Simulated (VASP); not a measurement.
All values below come from PBE GGA, VASP's PBE PAW potentials (set 64) (plane waves; VASP).

VASP ran on this input.

POSCAR:
```
Ni3Fe
1
    3.5402536788     0.0000000000     0.0000000000
    0.0000000000     3.5402536788     0.0000000000
    0.0000000000     0.0000000000     3.5402536788
Fe Ni
1 3
Direct
  0.0000000000   0.0000000000   0.0000000000
  0.0000000000   0.5000000000   0.5000000000
  0.5000000000   0.0000000000   0.5000000000
  0.5000000000   0.5000000000   0.0000000000
```

INCAR:
```
# general
SYSTEM =Ni3Fe
PREC   =Accurate
ENCUT  =500   # plane-wave cut-off (eV)
LREAL  =.FALSE.   # projection in real space or not
LASPH  =.TRUE.

# electronic loop
EDIFF  =1E-6
NELM   =100
ALGO   =Normal   # blocked Davidson
LMAXMIX=4

# smearing
ISMEAR =1
SIGMA  =0.1   # width (eV)

# functional
GGA    =PE   # PBE

# spin
ISPIN  =2
MAGMOM =2.9 0.6 0.6 0.6

# ions
IBRION =2   # conjugate gradients
NSW    =40
ISIF   =3
EDIFFG =-0.02   # ionic stop

# output
LWAVE  =.FALSE.
LCHARG =.FALSE.
LORBIT =10
```

### KPOINTS
```
Regular mesh
0
Gamma
9 9 9
```

POTCAR, in this order: Fe Ni (PBE.64 set). Program: vasp_std.

What VASP printed:

OUTCAR:
```
 ion  position               nearest neighbor table
   1  0.000  0.000  0.000-   2 2.50   3 2.50   4 2.50   2 2.50   3 2.50   2 2.50   4 2.50   2 2.50
                             3 2.50   4 2.50   3 2.50   4 2.50
   2  0.000  0.500  0.500-   1 2.50   3 2.50   4 2.50   1 2.50   4 2.50   1 2.50   3 2.50   1 2.50
                             3 2.50   4 2.50   4 2.50   3 2.50
   3  0.500  0.000  0.500-   1 2.50   2 2.50   4 2.50   1 2.50   4 2.50   2 2.50   4 2.50   4 2.50
                             1 2.50   2 2.50   1 2.50   2 2.50
   4  0.500  0.500  0.000-   1 2.50   2 2.50   3 2.50   2 2.50   3 2.50   1 2.50   3 2.50   3 2.50
                             1 2.50   2 2.50   2 2.50   1 2.50
  LATTYP: Found a simple cubic cell.
 ALAT       =     3.5402536788
 Subroutine PRICEL returns:
 Original cell was already a primitive cell.
 Subroutine GETGRP returns: Found 48 space group operations
The static configuration has the point symmetry O_h .
The dynamic configuration has the point symmetry O_h .
The overall configuration has the point symmetry O_h .
 Subroutine INISYM returns: Found 48 space group operations
 Subroutine IBZKPT returns following result:
 Found     35 irreducible k-points:

 Following reciprocal coordinates:
            Coordinates               Weight
  0.000000  0.000000  0.000000      1.000000
  0.111111  0.000000  0.000000      6.000000
  0.222222  0.000000  0.000000      6.000000
  0.333333  0.000000  0.000000      6.000000
  0.444444  0.000000  0.000000      6.000000
  0.111111  0.111111  0.000000     12.000000
  0.222222  0.111111  0.000000     24.000000
  0.333333  0.111111  0.000000     24.000000
  0.444444  0.111111  0.000000     24.000000
  0.222222  0.222222  0.000000     12.000000
  0.333333  0.222222  0.000000     24.000000
  0.444444  0.222222  0.000000     24.000000
  0.333333  0.333333  0.000000     12.000000
  0.444444  0.333333  0.000000     24.000000
  0.444444  0.444444  0.000000     12.000000
  0.111111  0.111111  0.111111      8.000000
  0.222222  0.111111  0.111111     24.000000
...
```

File OSZICAR:
```
       N       E                     dE             d eps       ncg     rms          rms(c)
DAV:   1     0.237185740342E+03    0.23719E+03   -0.16950E+04  3604   0.207E+03
DAV:   2    -0.154633757157E+02   -0.25265E+03   -0.24435E+03  3540   0.368E+02
DAV:   3    -0.289574904850E+02   -0.13494E+02   -0.12785E+02  3614   0.117E+02
DAV:   4    -0.291776845955E+02   -0.22019E+00   -0.21892E+00  3734   0.153E+01
DAV:   5    -0.291833683564E+02   -0.56838E-02   -0.56827E-02  4874   0.207E+00    0.207E+01
DAV:   6    -0.265453116376E+02    0.26381E+01   -0.42506E+01  3667   0.102E+02    0.218E+01
DAV:   7    -0.296889980144E+02   -0.31437E+01   -0.25540E+01  4150   0.128E+02    0.273E+01
DAV:   8    -0.248490233865E+02    0.48400E+01   -0.17818E+01  4218   0.581E+01    0.605E+00
DAV:   9    -0.250204556911E+02   -0.17143E+00   -0.77483E-01  3924   0.114E+01    0.344E+00
DAV:  10    -0.249920291657E+02    0.28427E-01   -0.14200E-01  4818   0.916E+00    0.159E+00
DAV:  11    -0.249875871073E+02    0.44421E-02   -0.45860E-02  5106   0.309E+00    0.119E+00
DAV:  12    -0.249901458483E+02   -0.25587E-02   -0.84833E-03  4013   0.226E+00    0.373E-01
DAV:  13    -0.249902318313E+02   -0.85983E-04   -0.28520E-03  5013   0.893E-01    0.854E-02
DAV:  14    -0.249903051333E+02   -0.73302E-04   -0.30813E-04  4324   0.191E-01    0.112E-01
DAV:  15    -0.249903036392E+02    0.14941E-05   -0.13439E-04  4205   0.335E-01    0.213E-02
DAV:  16    -0.249903035100E+02    0.12911E-06   -0.23177E-05  4036   0.682E-02    0.201E-02
DAV:  17    -0.249903035880E+02   -0.77965E-07   -0.15896E-06  1980   0.302E-02
   1 F= -.24990304E+02 E0= -.24989280E+02  d E =-.249903E+02  mag=     4.7290
       N       E                     dE             d eps       ncg     rms          rms(c)
DAV:   1    -0.250074239641E+02   -0.17120E-01   -0.19419E-01  3516   0.635E+00    0.139E+00
DAV:   2    -0.250930601041E+02   -0.85636E-01   -0.48750E-01  4091   0.148E+01    0.549E+00
DAV:   3    -0.249921680526E+02    0.10089E+00   -0.35684E-01  4126   0.139E+01    0.849E-01
DAV:   4    -0.249908197877E+02    0.13483E-02   -0.16933E-02  3935   0.181E+00    0.338E-01
DAV:   5    -0.249904247007E+02    0.39509E-03   -0.12019E-03  5094   0.502E-01    0.134E-01
DAV:   6    -0.249903264759E+02    0.98225E-04   -0.35736E-04  5101   0.293E-01    0.697E-02
DAV:   7    -0.249903222828E+02    0.41932E-05   -0.81752E-05  4117   0.197E-01    0.283E-02
DAV:   8    -0.249903271443E+02   -0.48615E-05   -0.10185E-05  4765   0.476E-02    0.141E-02
DAV:   9    -0.249903296042E+02   -0.24599E-05   -0.26859E-06  2588   0.305E-02    0.519E-03
DAV:  10    -0.249903296088E+02   -0.46534E-08   -0.56822E-07  1795   0.131E-02
   2 F= -.24990330E+02 E0= -.24989320E+02  d E =-.260208E-04  mag=     4.7572
       N       E                     dE             d eps       ncg     rms          rms(c)
DAV:   1    -0.249944923237E+02   -0.41627E-02   -0.45939E-02  3511   0.308E+00    0.677E-01
DAV:   2    -0.250126551091E+02   -0.18163E-01   -0.94413E-02  4157   0.722E+00    0.232E+00
DAV:   3    -0.249908467476E+02    0.21808E-01   -0.58025E-02  4067   0.683E+00    0.403E-01
DAV:   4    -0.249905428423E+02    0.30391E-03   -0.36397E-03  3961   0.907E-01    0.123E-01
DAV:   5    -0.249904919180E+02    0.50924E-04   -0.28193E-04  4935   0.222E-01    0.426E-02
DAV:   6    -0.249904712542E+02    0.20664E-04   -0.38035E-05  4378   0.844E-02    0.225E-02
DAV:   7    -0.249904692144E+02    0.20398E-05   -0.57815E-06  3835   0.483E-02    0.104E-02
DAV:   8    -0.249904688178E+02    0.39659E-06   -0.14570E-06  2088   0.126E-02
   3 F= -.24990469E+02 E0= -.24989449E+02  d E =-.165230E-03  mag=     4.7436
```

### OUTCAR
```
------------------------ aborting loop because EDIFF is reached ----------------------------------------
  FORCE on cell =-STRESS in cart. coord.  units (eV):
  Direction    XX          YY          ZZ          XY          YZ          ZX
  --------------------------------------------------------------------------------------
  Total        0.0040549      0.0040549      0.0040549      0.0000000      0.0000000     -0.0000000
  in kB        0.1460494      0.1460494      0.1460494      0.0000000      0.0000000     -0.0000000
  external PRESSURE =       0.1460494 kB  Pullay stress =       0.0000000 kB
  volume of cell :       44.48
      direct lattice vectors                 reciprocal lattice vectors
     3.543213071  0.000000000 -0.000000000     0.282229711  0.000000000  0.000000000
     0.000000000  3.543213071 -0.000000000    -0.000000000  0.282229711 -0.000000000
     0.000000000  0.000000000  3.543213071     0.000000000  0.000000000  0.282229711
 POSITION                                       TOTAL-FORCE (eV/Angst)
 -----------------------------------------------------------------------------------
      0.00000      0.00000      0.00000         0.000000     -0.000000      0.000000
      0.00000      1.77161      1.77161         0.000000     -0.000000      0.000000
      1.77161      0.00000      1.77161         0.000000      0.000000      0.000000
      1.77161      1.77161     -0.00000         0.000000     -0.000000      0.000000
 -----------------------------------------------------------------------------------
    total drift:                                0.000000      0.000000      0.000000
  FREE ENERGIE OF THE ION-ELECTRON SYSTEM (eV)
  ---------------------------------------------------
  free  energy   TOTEN  =       -24.9904688178 eV

  energy  without entropy=      -24.9874089708  energy(sigma->0) =      -24.98944887

 total charge

# of ion       s       p       d       tot
------------------------------------------
    1        0.474   0.502   6.114   7.090
    2        0.504   0.509   8.326   9.339
    3        0.504   0.509   8.326   9.339
    4        0.504   0.509   8.326   9.339
--------------------------------------------------
tot          1.986   2.029  31.091  35.107

 magnetization (x)

# of ion       s       p       d       tot
------------------------------------------
    1        0.012  -0.000   2.890   2.902
    2       -0.015  -0.044   0.684   0.624
    3       -0.015  -0.044   0.684   0.624
    4       -0.015  -0.044   0.684   0.624
--------------------------------------------------
tot         -0.034  -0.134   4.942   4.775

 reached required accuracy - stopping structural energy minimisation
```
(Selected blocks of OUTCAR.)

File CONTCAR:
```
Ni3Fe
   1.00000000000000
     3.5432130706080689    0.0000000000000000   -0.0000000000000000
     0.0000000000000000    3.5432130706080689   -0.0000000000000000
     0.0000000000000000    0.0000000000000000    3.5432130706080689
  Fe              Ni
     1     3
Direct
     0.0000000000000000    0.0000000000000000    0.0000000000000000
     0.0000000000000000    0.5000000000000000    0.5000000000000000
     0.5000000000000000    0.0000000000000000    0.5000000000000000
     0.5000000000000000    0.5000000000000000    0.0000000000000000
```

The compound is Ni3Fe in the L1_2 structure. This run relaxes it. Symmetry was kept, so distortions that lower it aren't found.
